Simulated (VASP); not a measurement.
All values below come from PBE GGA, VASP's PBE PAW potentials (set 64) (plane waves; VASP).

VASP input:

File KPOINTS:
```
K-points
0
gamma
  10 10 9
0 0 0
```

File POSCAR:
```
WC
1
    2.9165900000     0.0000000000     0.0000000000
   -1.4582950000     2.5258410000     0.0000000000
    0.0000000000     0.0000000000     2.8394400000
W C
1 1
Direct
 -0.0056690000  -0.0046750000   0.0046430000
  0.6723360000   0.3380080000   0.4953570000
```

INCAR:
```
ALGO = Normal
EDIFF = 1E-6
ENCUT = 400
GGA = PE
ISIF = 2
ISMEAR = -1
LASPH = .TRUE.
LCHARG = .FALSE.
LMAXMIX = 6
LREAL = .FALSE.
LWAVE = .FALSE.
NELM = 100
PREC = Accurate
SIGMA = 0.5
SYSTEM = WC
```

POTCAR, in this order: W_sv C (PBE.64 set). Program: vasp_std.

The run wrote:

### OUTCAR
```
 ion  position               nearest neighbor table
   1  0.994  0.995  0.005-   2 2.17   2 2.18   2 2.20   2 2.21   2 2.22   2 2.24
   2  0.672  0.338  0.495-   1 2.17   1 2.18   1 2.20   1 2.21   1 2.22   1 2.24
  LATTYP: Found a hexagonal cell.
 ALAT       =     2.9165900000
 C/A-ratio  =     0.9735478761
 Subroutine PRICEL returns:
 Original cell was already a primitive cell.
 Subroutine GETGRP returns: Found  1 space group operations
The static configuration has the point symmetry C_1 .
The dynamic configuration has the point symmetry C_1 .
 Subroutine INISYM returns: Found  1 space group operations
 Subroutine IBZKPT returns following result:
 Found    452 irreducible k-points:

 Following reciprocal coordinates:
            Coordinates               Weight
  0.000000  0.000000  0.000000      1.000000
  0.100000  0.000000  0.000000      2.000000
  0.000000  0.100000  0.000000      2.000000
 -0.100000  0.100000  0.000000      2.000000
  0.200000  0.000000  0.000000      2.000000
  0.000000  0.200000  0.000000      2.000000
 -0.200000  0.200000  0.000000      2.000000
  0.300000  0.000000  0.000000      2.000000
  0.000000  0.300000  0.000000      2.000000
 -0.300000  0.300000  0.000000      2.000000
  0.400000  0.000000  0.000000      2.000000
  0.000000  0.400000  0.000000      2.000000
 -0.400000  0.400000  0.000000      2.000000
  0.500000  0.000000  0.000000      1.000000
  0.000000  0.500000  0.000000      1.000000
  0.500000  0.500000  0.000000      1.000000
  0.100000  0.100000  0.000000      2.000000
 -0.100000  0.200000  0.000000      2.000000
 -0.200000  0.100000  0.000000      2.000000
  0.200000  0.100000  0.000000      2.000000
 -0.100000  0.300000  0.000000      2.000000
 -0.300000  0.200000  0.000000      2.000000
 -0.200000  0.300000  0.000000      2.000000
  0.100000  0.200000  0.000000      2.000000
  0.300000 -0.100000  0.000000      2.000000
  0.300000  0.100000  0.000000      2.000000
 -0.100000  0.400000  0.000000      2.000000
 -0.400000  0.300000  0.000000      2.000000
 -0.300000  0.400000  0.000000      2.000000
  0.100000  0.300000  0.000000      2.000000
  0.400000 -0.100000  0.000000      2.000000
  0.400000  0.100000  0.000000      2.000000
 -0.100000  0.500000  0.000000      2.000000
  0.500000  0.400000  0.000000      2.000000
 -0.400000  0.500000  0.000000      2.000000
  0.100000  0.400000  0.000000      2.000000
  0.500000 -0.100000  0.000000      2.000000
  0.200000  0.200000  0.000000      2.000000
 -0.200000  0.400000  0.000000      2.000000
 -0.400000  0.200000  0.000000      2.000000
   k-points           NKPTS =    452   k-points in BZ     NKDIM =    452   number of bands    NBANDS=     13
   number of dos      NEDOS =    301   number of ions     NIONS =      2
   total plane-waves  NPLWV =   8000
   dimension x,y,z NGX =    20 NGY =   20 NGZ =   20
   dimension x,y,z NGXF=    40 NGYF=   40 NGZF=   40
   ions per type =               1   1
   PREC   = accura    normal or accurate (medium, high low for compatibility)
   ISTART =      0    job   : 0-new  1-cont  2-samecut
   ICHARG =      2    charge: 1-file 2-atom 10-const
   ISPIN  =      1    spin polarized calculation?
   LNONCOLLINEAR =      F non collinear calculations
   LSORBIT =      F    spin-orbit coupling
   INIWAV =      1    electr: 0-lowe 1-rand  2-diag
   ENCUT  =  400.0 eV  29.40 Ry    5.42 a.u.   4.76  4.76  4.63*2*pi/ulx,y,z
   NELM   =    100;   NELMIN=  2; NELMDL= -5     # of ELM steps
   EDIFF  = 0.1E-05   stopping-criterion for ELM
   LREAL  =      F    real-space projection
   NLSPLINE    = F    spline interpolate recip. space projectors
...
```

### OSZICAR
```
       N       E                     dE             d eps       ncg     rms          rms(c)
DAV:   1     0.932462956299E+02    0.93246E+02   -0.84376E+03 11816   0.129E+03
DAV:   2    -0.223830882149E+02   -0.11563E+03   -0.11253E+03 13732   0.338E+02
DAV:   3    -0.255974669300E+02   -0.32144E+01   -0.31892E+01 14181   0.544E+01
DAV:   4    -0.256260430745E+02   -0.28576E-01   -0.28549E-01 13072   0.537E+00
DAV:   5    -0.256262802260E+02   -0.23715E-03   -0.23712E-03 13827   0.498E-01    0.319E+01
DAV:   6    -0.227161038657E+02    0.29102E+01   -0.94620E+00 13262   0.314E+01    0.859E+00
DAV:   7    -0.226426114561E+02    0.73492E-01   -0.42274E-01 12172   0.586E+00    0.626E+00
DAV:   8    -0.226169874733E+02    0.25624E-01   -0.65888E-02 13112   0.252E+00    0.808E-01
DAV:   9    -0.226161576013E+02    0.82987E-03   -0.29026E-03 12787   0.452E-01    0.138E-01
DAV:  10    -0.226161167349E+02    0.40866E-04   -0.24929E-04 13917   0.212E-01    0.635E-02
DAV:  11    -0.226161157159E+02    0.10190E-05   -0.14760E-05 12687   0.381E-02    0.102E-02
DAV:  12    -0.226161148590E+02    0.85684E-06   -0.38053E-06 12277   0.190E-02
   1 F= -.22616115E+02 E0= -.22400265E+02  d E =-.431699E+00
```

### OUTCAR
```
------------------------ aborting loop because EDIFF is reached ----------------------------------------
  FORCE on cell =-STRESS in cart. coord.  units (eV):
  Direction    XX          YY          ZZ          XY          YZ          ZX
  --------------------------------------------------------------------------------------
  Total        0.5478629      0.7763593      0.5513394     -0.0923904     -0.0308159     -0.0235090
  in kB       41.9631810     59.4646995     42.2294612     -7.0765825     -2.3603233     -1.8006538
  external PRESSURE =      47.8857806 kB  Pullay stress =       0.0000000 kB
  volume of cell :       20.92
      direct lattice vectors                 reciprocal lattice vectors
     2.916590000  0.000000000  0.000000000     0.342866155  0.197953870  0.000000000
    -1.458295000  2.525841000  0.000000000     0.000000000  0.395907739  0.000000000
     0.000000000  0.000000000  2.839440000     0.000000000  0.000000000  0.352182120
 POSITION                                       TOTAL-FORCE (eV/Angst)
 -----------------------------------------------------------------------------------
      1.44858      2.51403      0.01318         0.283674      0.358183     -0.363305
      1.46801      0.85375      1.40654        -0.283674     -0.358183      0.363305
 -----------------------------------------------------------------------------------
    total drift:                               -0.000106     -0.000145      0.000206
  FREE ENERGIE OF THE ION-ELECTRON SYSTEM (eV)
  ---------------------------------------------------
  free  energy   TOTEN  =       -22.6161148590 eV

  energy  without entropy=      -22.1844159123  energy(sigma->0) =      -22.40026539
```
(Selected blocks of OUTCAR.)

At this cut-off the stress carries a Pulay error, which pulls relaxed volumes low.

The structure comes from a computed database's WC entry; how it stands against other phases isn't given here. The cell was not relaxed at this level, atoms are displaced from their ideal sites. The run is one of a series of settings (SIGMA = 0.5 against the base run), some of them coarse on purpose.
